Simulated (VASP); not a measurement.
Input:

```yaml
crystal:
  lattice:
    - [5.74760, 0.00000, 0.00000]
    - [0.00000, 5.56422, 5.56382]
    - [0.00000, -5.56422, 5.56382]
  atoms:
    - { symbol: Cs, position: [0.50000, 0.50750, 0.50750] }
    - { symbol: Cs, position: [0.50000, 0.00573, 0.00573] }
    - { symbol: Pb, position: [0.00000, 0.50714, 0.00733] }
    - { symbol: Pb, position: [0.00000, 0.00733, 0.50714] }
    - { symbol: Cl, position: [0.00000, 0.19785, 0.81646] }
    - { symbol: Cl, position: [0.00000, 0.81646, 0.19785] }
    - { symbol: Cl, position: [0.50000, 0.00698, 0.50781] }
    - { symbol: Cl, position: [0.50000, 0.50781, 0.00698] }
    - { symbol: Cl, position: [0.00000, 0.69856, 0.69856] }
    - { symbol: Cl, position: [0.00000, 0.31668, 0.31668] }
```

These are r2SCAN meta-GGA, VASP's PBE PAW potentials (set 64) (plane waves; VASP) values and carry that method's errors. Numerical set-up: 400 eV cut-off, 4×3×3 Γ-centred mesh, Gaussian smearing of 0.050 eV, potentials Cs_sv Pb_d Cl.

Unless said otherwise, spin-orbit coupling is left out, though it shifts the bands of the heavy elements here.

Question: Predict the energy per atom (σ→0), band gap (on the k-mesh) with the smallest direct gap where there is one.

Answer: 
```
Item                                          Result
-----------------------------------  ---------------
band gap (on the k-mesh)                     2.67 eV
smallest direct gap (on the k-mesh)          2.67 eV
energy per atom (σ→0)                -21.645 eV/atom
```

Only differences to runs with the same potentials and settings are physical.

The structure comes from a computed database's CsPbCl3 entry (Amm2); how it stands against other phases isn't given here. It was relaxed first. The start is the result of an earlier pass.
